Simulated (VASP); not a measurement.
```yaml
crystal:
  lattice:
    - [0.00000, 3.83624, 3.83624]
    - [3.83624, 0.00000, 3.83624]
    - [3.83624, 3.83624, 0.00000]
  atoms:
    - { symbol: Sc, position: [0.00000, 0.00000, 0.00000] }
    - { symbol: Zr, position: [0.50000, 0.50000, 0.50000] }
    - { symbol: Zr, position: [0.25000, 0.25000, 0.25000] }
    - { symbol: Zr, position: [0.75000, 0.75000, 0.75000] }
```

These are PBE GGA, VASP's PBE PAW potentials (set 64) (plane waves; VASP) values and carry that method's errors. Numerical set-up: 300 eV cut-off, 5×5×5 Γ-centred mesh, Gaussian smearing of 0.27 eV, potentials Sc_sv Zr_sv.

At this cut-off the stress carries a Pulay error, which pulls relaxed volumes low.

**Question.** Estimate the energy per atom (σ→0), pressure, band gap (on the k-mesh) with the smallest direct gap where there is one.

**Answer.** 
```json
{
  "band gap (on the k-mesh)": "none (metal, semimetal or under 0.01 eV)",
  "energy per atom (σ→0)": "-7.624 eV/atom",
  "pressure": "-11.56 GPa"
}
```

Only differences to runs with the same potentials and settings are physical.

The structure was generated: Zr3Sc was put into an ordered model structure, which need not be its known phase. The cell was not relaxed at this level. The electron count is odd and the run is not spin-polarised, which forces a metal. VASP warned that the highest band is occupied, so more bands are needed.
